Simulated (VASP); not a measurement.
Consider the following.

```
CeO2
1.0
    0.00000     2.67975     2.67975
    2.67975     0.00000     2.67975
    2.67975     2.67975     0.00000
Ce O
1 2
Direct
  0.00000   0.00000   0.00000
  0.25000   0.25000   0.25000
  0.75000   0.75000   0.75000
```

Level of theory: MS2 meta-GGA, VASP's PBE PAW potentials (set 64) (plane waves; VASP 6.6.1). Numerical set-up: 520 eV cut-off, 7×7×7 Γ-centred mesh, Gaussian smearing of 0.050 eV, potentials Ce O.

### Question
Give the stress tensor in GPa (positive for a compressed cell).

### Answer

```
6.32  0.00  0.00
0.00  6.32  0.00
0.00  0.00  6.32
```
The pressure is its mean diagonal, 6.32 GPa.

The compound is CeO2 in the fluorite structure. This cell is one point of a volume scan, at 0.97 of the reference volume. The run is not spin-polarised, so no magnetic state was tried.
